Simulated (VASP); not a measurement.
OSZICAR of a VASP run on CsPbBr$_{3}$ (space group Pm-3m):

File OSZICAR:
```
       N       E                     dE             d eps       ncg     rms          rms(c)
DAV:   1     0.322723290951E+03    0.32272E+03   -0.14215E+04   520   0.981E+02
DAV:   2     0.160752623530E+02   -0.30665E+03   -0.30171E+03   692   0.282E+02
DAV:   3    -0.156355402226E+02   -0.31711E+02   -0.31631E+02   608   0.103E+02
DAV:   4    -0.164868706126E+02   -0.85133E+00   -0.85000E+00   680   0.232E+01
DAV:   5    -0.165150468479E+02   -0.28176E-01   -0.28161E-01   648   0.312E+00    0.407E+00
DAV:   6    -0.159359028240E+02    0.57914E+00   -0.11182E+00   828   0.103E+01    0.237E+00
DAV:   7    -0.158849766690E+02    0.50926E-01   -0.52485E-01   814   0.400E+00    0.104E+00
DAV:   8    -0.158949744997E+02   -0.99978E-02   -0.64819E-02   656   0.212E+00    0.179E-01
DAV:   9    -0.158943126303E+02    0.66187E-03   -0.10953E-02   766   0.799E-01    0.104E-01
DAV:  10    -0.158947122918E+02   -0.39966E-03   -0.11146E-03   602   0.190E-01    0.368E-02
DAV:  11    -0.158947792909E+02   -0.66999E-04   -0.15716E-04   626   0.974E-02    0.776E-03
DAV:  12    -0.158947795948E+02   -0.30388E-06   -0.26679E-05   730   0.538E-02    0.541E-03
DAV:  13    -0.158947795359E+02    0.58899E-07   -0.31392E-06   596   0.137E-02
   1 F= -.15894780E+02 E0= -.15894780E+02  d E =-.193270E-16
```

Problem. Which electronic solver shows in the log?

Solution. It is blocked Davidson (ALGO = Normal, or the opening steps of other solvers). The INCAR had ALGO = Normal.

Problem. Can the final energy be trusted as converged?

Solution. The run converged. It stopped with EDIFF = 1E-6, NELM = 100 (PBE GGA, plane waves, VASP's PBE PAW potentials (set 64)).

The structure comes from a computed database's CsPbBr3 entry; how it stands against other phases isn't given here. The cell was not relaxed at this level. The run is one of a series of settings (KPOINTS 5×5×5 Γ-centred mesh against the base run), some of them coarse on purpose.
